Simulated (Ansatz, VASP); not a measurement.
# BeSnTe2: VASP beside Ansatz

One calculation is typed for both programs; each brings its own data sets and cutoff. How far apart do they land? The cell is invented: As first built, before any earlier steps moved the atoms (in the runner's words): it takes the SnS structure with some of its atoms replaced by other elements, volume scaled by an estimate. It may not be a known or stable phase. The cell is a member of a volume series, scaled by 1.04 from a relaxed one, so a pressure remains.

Method: plane waves, with VASP 6.6.1 beside it; single point at PBE, in Ansatz 0.2.0.

## 1. Set-up

Symmetry: P4/mmm, No. 123, tetragonal system. The conventional cell has a = 4.299 Å, b = 4.299 Å, c = 6.031 Å, α = 90.00°, β = 90.00°, γ = 90.00°. Te has 2 Be at 3.02 Å and 4 Sn at 3.04 Å nearest. Te has 2 Sn at 3.02 Å and 4 Be at 3.04 Å nearest. Sn has 6 Te at 3.02 to 3.04 Å nearest. Nearest to Be lie 6 Te at 3.02 to 3.04 Å. As first built, before any earlier steps moved the atoms (in the runner's words): sites of the SnS structure (space group 225) filled with other elements, volume scaled by an estimate. Farther neighbours and most contacts between anions are not listed.

## 2. Ansatz: single point, PBE, volume scaled by 1.04

Ansatz runs on its default PAW (the set named soft_2) files.

A single point gives forces, pressure and levels at one fixed geometry, so differences don't come from the geometry; what else differs is listed under the comparison.

input.yaml

```yaml
crystal:
  lattice:
    - [4.2987225154, 0.0, 0.0]
    - [0.0, 4.2987225154, 0.0]
    - [0.0, 0.0, 6.0311071922]
  atoms:
    - { symbol: Te, position: [0.5, 0.5, 0.5] }
    - { symbol: Te, position: [0.0, 0.0, 0.0] }
    - { symbol: Sn, position: [0.0, 0.0, 0.5] }
    - { symbol: Be, position: [0.5, 0.5, 0.0] }
hamiltonian:
  xc: pbe
  pseudopotentials: { kind: paw }
kpoints:
  mp_grid: { grid: [5, 5, 4] }
scf:
  occupations: { method: fermi_dirac, width: 0.05 }
  n_extra_bands: 5
output:
  forces: true
  stress: true
  eigenvalues: true
```

The run is started by

```sh
$ ansatz run input.yaml --threads 2 --pin off --max-ram 4608MiB --backend cpu --events-out ev --progress --plain --runs-dir out
```

Numbers of over 12 decimals in the logs are rounded to 6 here.

The program printed:

```text
scf.n_extra_bands = 5 over 24 filled bands (N_el = 48.0): the run solves 29 bands
Engine: ansatz 0.2.0, aarch64-unknown-linux-gnu
Pseudopotentials: kind: paw
Pseudopotential: Te, paw, valence charge 16, recommended cutoff 420 eV (normal), Te.paw.azcp
Pseudopotential: Sn, paw, valence charge 14, recommended cutoff 420 eV (normal), Sn.paw.azcp
Pseudopotential: Be, paw, valence charge 2, recommended cutoff 420 eV (normal), Be.paw.azcp
Functional definition: PBE
  parameter kappa = 0.804
  parameter beta = 0.066725
  exchange = pbe_x(kappa = kappa, mu = beta*pi^2/3)
  correlation = pbe_c(beta = beta)
Crystal: 4 atoms, lattice volume = 111.449 Å³
Basis set: ecut = 420 eV, 2165 PW (Γ), exchange–correlation on 60×60×90 points (8 copies of the dense FFT grid, shifted against one another)
Bands: 29, of which v1, the nominal top of the filled ones, is band 24 counted from 1 (23 counted from 0)
Symmetry: 16 space group operations
Space group: P4/mmm (ITA 123), of the structure as read, at distance tolerance 4.8e-5 Å
k-points: 18 of 100
Non-local potential: Te, projectors of the file, l = 0: 2, l = 1: 2, l = 2: 2, l = 3: 2
Non-local potential: Sn, projectors of the file, l = 0: 2, l = 1: 2, l = 2: 2, l = 3: 2
Non-local potential: Be, projectors of the file, l = 0: 2, l = 1: 2, l = 2: 1
PAW form: soft (Blöchl's): semilocal exchange-correlation on the pseudo side does not see the compensation charge
PAW one-centre angular grid: Te, 590 points (default); XC on 64 Gauss nodes
PAW one-centre angular grid: Sn, 590 points (default); XC on 64 Gauss nodes
PAW one-centre angular grid: Be, 110 points (default); XC on 64 Gauss nodes
Initial density: superposition of atomic densities (neutral atoms: chi_scale 0, normalization atom), corrected by the library's trained network
Initial wavefunctions: pseudopotential atomic-orbital guess
Functional: x = pbe(κ = 0.804, μ = 0.219515), c = pbe(β = 0.066725)
SCF iter   1: F=—  HF=-20076.271555 eV  |F-HF|=—  |Δ(HF+E_count)|=         —  Δρ=2.12e-3  dr2=1.58e-2  ethr=1.77e-3  ⟨swp⟩=6.7  Hψ=2418  notcnv=0
preconditioner: auto → Kerker (q_TF=auto, 2.371 Å⁻¹)  [metal: Δε(μ)=0.089 eV  Ē_g=7.756 eV  σ=0.050 eV  W_gap=0.41  n_scr=28 (ndim 8)  ℏωp=14.9 eV  f_vac=0.000  D(μ)=1.26/eV (n_scr^D=2)]
SCF iter   2: F=—  HF=-20076.266959 eV  |F-HF|=—  |Δ(HF+E_count)|=   4.60e-3  Δρ=1.30e-3  dr2=6.04e-3  ethr=3.29e-5  ⟨swp⟩=2.2  Hψ=885  notcnv=0
SCF iter   3: F=—  HF=-20076.265933 eV  |F-HF|=—  |Δ(HF+E_count)|=   1.03e-3  Δρ=5.22e-4  dr2=7.25e-4  ethr=1.26e-5  ⟨swp⟩=2.0  Hψ=643  notcnv=0
SCF iter   4: F=—  HF=-20076.265736 eV  |F-HF|=—  |Δ(HF+E_count)|=   1.98e-4  Δρ=2.41e-4  dr2=1.98e-4  ethr=1.51e-6  ⟨swp⟩=2.3  Hψ=724  notcnv=0
SCF iter   5: F=—  HF=-20076.265698 eV  |F-HF|=—  |Δ(HF+E_count)|=   3.77e-5  Δρ=6.60e-5  dr2=1.66e-5  ethr=4.13e-7  ⟨swp⟩=2.3  Hψ=749  notcnv=0
SCF iter   6: F=—  HF=-20076.265635 eV  |F-HF|=—  |Δ(HF+E_count)|=   6.26e-5  Δρ=2.24e-5  dr2=1.11e-6  ethr=3.45e-8  ⟨swp⟩=2.1  Hψ=765  notcnv=0
SCF iter   7: F=-20076.265636 eV  HF=-20076.265636 eV  |F-HF|=1.25e-8  |Δ(HF+E_count)|=   2.56e-7  Δρ=5.62e-6  dr2=7.20e-8  ethr=2.08e-10  ⟨swp⟩=5.3  Hψ=2625  notcnv=0
SCF 1 converged in 7 iterations: F = -20076.265636 eV  dr2 = 7.20e-8
  greatest PAW one-centre occupation: 0.998 electrons in one spin orbital (limit 2), on the Te atom at site 0 (counted from 0), in its partial waves of l = 2
SCF converged after 7 iterations
Free energy (F): -20076.265636 eV
Harris-Foulkes:  -20076.265636 eV  (|F-HF|=1.25e-8)
Internal energy: -20076.254148 eV  (E = F + TS)
E sigma→0 (E₀):  -20076.259892 eV
Entropy (-TS):   -0.011487 eV (-2.872 meV/atom)
Fermi energy:    8.326903 eV
--- Per-component energies (eV) ---
  E_band       = -641.788483
  E_kinetic    = 559.771888
  E_local      = -3841.691110  (includes V_loc(G=0)·N_el)
  E_nonlocal   = -648.584024
  E_hartree    = 2362.100896
  E_xc         = -648.155389
  E_vxc        = -321.401590  (∫ρ·V_xc dr)
  E_paw        = -13518.809276  (= ΣΔE_a)
  E_vpaw       = -1114.077473  (= ΣTr[D̂ρ^β])
  E_aug_tail   = -0.000369  (compensation charges beyond the density's cutoff)
  E_ewald      = -4340.886763
  E_smearing   = -0.011487  (= −TS)
  E_closure    = -0.000000  (closes the sum)
  Σ components = -20076.265636   (vs F -20076.265636, Δ=0.00e0)
--- Forces (eV/Å), atoms counted from 1 ---
  atom   1  Te     0.00000000     0.00000000     0.00000000
  atom   2  Te     0.00000000     0.00000000     0.00000000
  atom   3  Sn    -0.00000000     0.00000000     0.00000000
  atom   4  Be     0.00000000     0.00000000     0.00000000
  max |Σ_I F_I| component: 3.55e-30 eV/Å
--- Stress (GPa, compression-positive) ---
       -1.789314       0.000000       0.000000
        0.000000      -1.789314       0.000000
        0.000000       0.000000      -1.691736
  P = ⅓ Tr σ = -1.7568 GPa (-17.568 kbar)
--- Band table (eV; the first three rows and the last of 18) ---
  k-point 0: bands = [... 20 lower, 5.0953, 7.0224, 7.2347, 7.2347, 7.8025, 11.1669, 12.7322, 12.7322, ... 1 higher]
  k-point 1: bands = [... 20 lower, 5.2440, 6.3924, 6.9414, 6.9414, 9.2440, 11.0042, 11.3643, 12.8023, ... 1 higher]
  k-point 2: bands = [... 20 lower, 5.4515, 6.6012, 6.6012, 7.4413, 8.3117, 11.7070, 11.9139, 11.9866, ... 1 higher]
  k-point 17: bands = [... 20 lower, 4.3012, 4.8821, 5.8179, 8.3449, 9.5680, 10.0266, 10.8226, 13.5374, ... 1 higher]
```

Elapsed: 2.2 s, on 2 threads of Arm Neoverse V2, shared host; peak memory 0.39 GiB.

The run ends at a pressure of -1.76 GPa.

## 3. VASP: single point, PBE, volume scaled by 1.04

The same cell, functional, mesh and smearing now go to VASP, with its own data sets and cutoff.

Lines of VASP's logs that name or quote its potential files are left out, and so is its time.

INCAR

```
SYSTEM = BeSnTe2
PREC = Accurate
ENCUT = 400
EDIFF = 1E-06
NELM = 100
ISMEAR = -1
SIGMA = 0.05
LREAL = .FALSE.
ALGO = Normal
GGA = PE
NBANDS = 20
LORBIT = 11
LWAVE = .FALSE.
LCHARG = .FALSE.
KPAR = 2
ISIF = 2
```

POSCAR

```
BeSnTe2
1.0
    4.2987225154      0.0000000000      0.0000000000
    0.0000000000      4.2987225154      0.0000000000
    0.0000000000      0.0000000000      6.0311071922
Te Sn Be
2 1 1
Direct
    0.5000000000      0.5000000000      0.5000000000
    0.0000000000      0.0000000000      0.0000000000
    0.0000000000      0.0000000000      0.5000000000
    0.5000000000      0.5000000000      0.0000000000
```

KPOINTS

```
Automatic mesh
0
Gamma
5 5 4
0 0 0
```

PAW data sets: Te, Sn_d and Be (PBE family, release 64).

The run is started by

```sh
$ mpirun -np 2 vasp_std
```

The program printed:

```text
[banner, memory and clock lines left out]
running    2 mpi-ranks, on    1 nodes
 distrk:  each k-point on    1 cores,    2 groups
 distr:  one band on    1 cores,    1 groups

 POSCAR found type information on POSCAR TeSnBe
 POSCAR found :  3 types and       4 ions
 LDA part: xc-table for (Slater+PW92), standard interpolation
 POSCAR, INCAR and KPOINTS ok, starting setup
 FFT: planning ... GRIDC
 FFT: planning ... GRID_SOFT
 FFT: planning ... GRID
 WAVECAR not read
 entering main loop
       N       E                     dE             d eps       ncg     rms          rms(c)
DAV:   1     0.166974689518E+03    0.16697E+03   -0.10655E+04   724   0.119E+03
DAV:   2     0.396453612555E+01   -0.16301E+03   -0.15762E+03   776   0.301E+02
DAV:   3    -0.127599719988E+02   -0.16725E+02   -0.16132E+02   908   0.952E+01
DAV:   4    -0.133267612190E+02   -0.56679E+00   -0.56501E+00   864   0.184E+01
DAV:   5    -0.133446145901E+02   -0.17853E-01   -0.17851E-01  1064   0.344E+00    0.629E+00
DAV:   6    -0.132674047389E+02    0.77210E-01   -0.19387E-01   900   0.258E+00    0.407E+00
DAV:   7    -0.132728514201E+02   -0.54467E-02   -0.72565E-02   900   0.173E+00    0.787E-01
DAV:   8    -0.132728996992E+02   -0.48279E-04   -0.59703E-03   848   0.631E-01    0.269E-01
DAV:   9    -0.132730055632E+02   -0.10586E-03   -0.12809E-03   884   0.236E-01    0.997E-02
DAV:  10    -0.132730966946E+02   -0.91131E-04   -0.11317E-04   856   0.657E-02    0.290E-02
DAV:  11    -0.132731135941E+02   -0.16899E-04   -0.16688E-05   844   0.261E-02    0.105E-02
DAV:  12    -0.132731155045E+02   -0.19104E-05   -0.44575E-06   860   0.122E-02    0.433E-03
DAV:  13    -0.132731154196E+02    0.84855E-07   -0.25620E-07   540   0.287E-03
   1 F= -.13273115E+02 E0= -.13267379E+02  d E =-.114727E-01
```

OUTCAR, selected parts (step 3):

```text
ion  position               nearest neighbor table
   1  0.500  0.500  0.500-   4 3.02   4 3.02   3 3.04   3 3.04   3 3.04   3 3.04
   2  0.000  0.000  0.000-   3 3.02   3 3.02
   3  0.000  0.000  0.500-   2 3.02   2 3.02   1 3.04   1 3.04   1 3.04   1 3.04
   4  0.500  0.500  0.000-   1 3.02   1 3.02

  LATTYP: Found a simple tetragonal cell.
 ALAT       =     4.2987225154
 C/A-ratio  =     1.4029998844

 Subroutine GETGRP returns: Found 16 space group operations
 (whereof 16 operations were pure point group operations)

The static configuration has the point symmetry D_4h.

 Found     18 irreducible k-points:

   k-points           NKPTS =     18   k-points in BZ     NKDIM =     18   number of bands    NBANDS=     20

   dimension x,y,z NGX =    28 NGY =   28 NGZ =   40
   dimension x,y,z NGXF=    56 NGYF=   56 NGZF=   80

   ENCUT  =  400.0 eV  29.40 Ry    5.42 a.u.   7.01  7.01  9.84*2*pi/ulx,y,z

   NELECT =      28.0000    total number of electrons

 k-points in reciprocal lattice and weights: Automatic mesh
   0.00000000  0.00000000  0.00000000       0.010
   0.20000000  0.00000000  0.00000000       0.040
   0.40000000  0.00000000  0.00000000       0.040
   0.20000000  0.20000000  0.00000000       0.040
   0.40000000  0.20000000  0.00000000       0.080
   0.40000000  0.40000000  0.00000000       0.040
   0.00000000  0.00000000  0.25000000       0.020
   0.20000000  0.00000000  0.25000000       0.080
   0.40000000  0.00000000  0.25000000       0.080
[...]
0.40000000  0.20000000  0.50000000       0.080
   0.40000000  0.40000000  0.50000000       0.040

 average (electrostatic) potential at core
       1 -88.6670       2 -88.5304       3-101.3753       4 -35.9719

 E-fermi :   5.8615

 k-point     1 :       0.0000    0.0000    0.0000
  band No.  band energies     occupation
    ...
     11       2.6295      2.00000
     12       4.5579      2.00000
     13       4.7700      2.00000
     14       4.7700      2.00000
     15       5.3377      1.99994
     16       8.6919      0.00000
     17      10.2670      0.00000
     18      10.2670      0.00000
     19      10.4824      0.00000
     20      11.5910      0.00000

 k-point     2 :       0.2000    0.0000    0.0000
  band No.  band energies     occupation
    ...
     10       2.9065      2.00000
     11       2.9725      2.00000
     12       3.9815      2.00000
     13       4.1094      2.00000
     14       4.9583      2.00000
     15       6.8289      0.00000
     16       8.8077      0.00000
     17       8.9310      0.00000
     18       9.8439      0.00000
     19      10.4655      0.00000
    ...

 k-point     3 :       0.4000    0.0000    0.0000
  band No.  band energies     occupation
    ...
     10       1.7696      2.00000
     11       3.1063      2.00000
     12       3.9105      2.00000
     13       4.9879      2.00000
     14       5.2916      1.99998
     15       7.0254      0.00000
     16       7.4838      0.00000
     17       8.2209      0.00000
     18       8.8716      0.00000
     19       9.6515      0.00000
    ...

  Total       -1.2557655     -1.2557655     -1.1904694      0.0000000      0.0000000      0.0000000
  in kB      -18.0527459    -18.0527459    -17.1140553      0.0000000      0.0000000      0.0000000
  external PRESSURE =     -17.7398490 kB  Pullay stress =       0.0000000 kB

  energy-cutoff  :      400.00
  volume of cell :      111.45
      direct lattice vectors                 reciprocal lattice vectors
     4.298722515  0.000000000  0.000000000     0.232627251  0.000000000  0.000000000
     0.000000000  4.298722515  0.000000000     0.000000000  0.232627251  0.000000000
     0.000000000  0.000000000  6.031107192     0.000000000  0.000000000  0.165807035

 POSITION                                       TOTAL-FORCE (eV/Angst)
 -----------------------------------------------------------------------------------
      2.14936      2.14936      3.01555         0.000000      0.000000      0.000000
      0.00000      0.00000      0.00000         0.000000      0.000000      0.000000
      0.00000      0.00000      3.01555         0.000000      0.000000      0.000000
      2.14936      2.14936      0.00000         0.000000      0.000000      0.000000
 -----------------------------------------------------------------------------------
    total drift:                               -0.000000      0.000000      0.000000

  FREE ENERGIE OF THE ION-ELECTRON SYSTEM (eV)
  ---------------------------------------------------
  free  energy   TOTEN  =       -13.2731154196 eV

  energy  without entropy=      -13.2616427601  energy(sigma->0) =      -13.26737909

 total charge
# of ion       s       p       d       tot
------------------------------------------
    1        1.383   1.964   0.035   3.381
    2        1.377   1.936   0.027   3.339
    3        1.322   0.833  10.005  12.160
    4        0.344   0.257   0.000   0.602
--------------------------------------------------
tot          4.425   4.990  10.067  19.482

[... 3 further parts left out ...]
```

The k-mesh is coarse for a metal. The scan keeps the cell's shape and the fractional positions fixed.

## 4. Side by side

Known differences besides the potentials themselves: the data sets hold 48 valence electrons in Ansatz (default PAW (the set named soft_2) files) and 28 in VASP; the cutoff is 420 eV in Ansatz and 400 eV in VASP; VASP leaves aspherical gradient terms in its spheres out (LASPH is not set), Ansatz keeps them. Total energies have different zeros and are not compared.

Compared:

```
      quantity  Ansatz   VASP  difference
pressure (GPa)   -1.76  -1.77       +0.02
```

Ansatz's pressure holds a Pulay correction of 0.03 GPa; VASP's holds none.

## 5. Summary of results

```yaml
difference_in_pressure_single_point_pbe_volume_scaled_by_1p04: 0.017 GPa
```

What this shows: The difference in pressure is 0.017 GPa (single point, PBE, volume scaled by 1.04), within the 1 GPa picked in this series as the mark of a large difference. Such differences can come from data sets, numerical settings and the points named under the comparisons, not from the functional's error against experiment.

[Lines on the potential files, build, host, timing and source positions are cut from VASP's logs without a mark.]

[Logs are printed without paths, hosts, clocks, repeated set-up lines and the standing remarks that a program may print on its own settings, such as how far it seeks lower states.]

[Hosts, paths, dates, database ids (printed as entryN), source tags and the programs' standing remarks are cut or masked in the printed files.]
